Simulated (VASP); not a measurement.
OSZICAR of a VASP run on Sr (space group Fm-3m):

OSZICAR:
```
       N       E                     dE             d eps       ncg     rms          rms(c)
DAV:   1     0.202923266752E+02    0.20292E+02   -0.38510E+03   538   0.639E+02
DAV:   2    -0.965901477477E+00   -0.21258E+02   -0.21077E+02   651   0.127E+02
DAV:   3    -0.163687678172E+01   -0.67098E+00   -0.66382E+00   703   0.175E+01
DAV:   4    -0.165720180041E+01   -0.20325E-01   -0.20297E-01   817   0.269E+00
DAV:   5    -0.165752352642E+01   -0.32173E-03   -0.32172E-03   761   0.192E-01    0.118E+01
DAV:   6    -0.165686331407E+01    0.66021E-03   -0.61456E-03   624   0.101E+00    0.668E+00
DAV:   7    -0.165695337253E+01   -0.90058E-04   -0.10290E-02   580   0.129E+00    0.275E-01
DAV:   8    -0.165693745207E+01    0.15920E-04   -0.17974E-03   817   0.239E-01    0.112E-01
DAV:   9    -0.165695029542E+01   -0.12843E-04   -0.20815E-05   673   0.438E-02    0.353E-02
DAV:  10    -0.165697582638E+01   -0.25531E-04   -0.11136E-05   656   0.353E-02    0.200E-02
DAV:  11    -0.165697515258E+01    0.67380E-06   -0.42851E-07   405   0.616E-03
   1 F= -.16569752E+01 E0= -.16381620E+01  d E =-.376263E-01
```

**Question.** Which electronic solver shows in the log?

**Answer.** It is blocked Davidson (ALGO = Normal, or the opening steps of other solvers). The INCAR had ALGO = Normal.

**Question.** Can the final energy be trusted as converged?

**Answer.** The calculation finished and met its thresholds. It stopped with EDIFF = 1E-6, NELM = 100 (PBE GGA, plane waves, VASP's PBE PAW potentials (set 64)).

The structure is a typed Sr crystal (Fm-3m). The cell was not relaxed at this level.
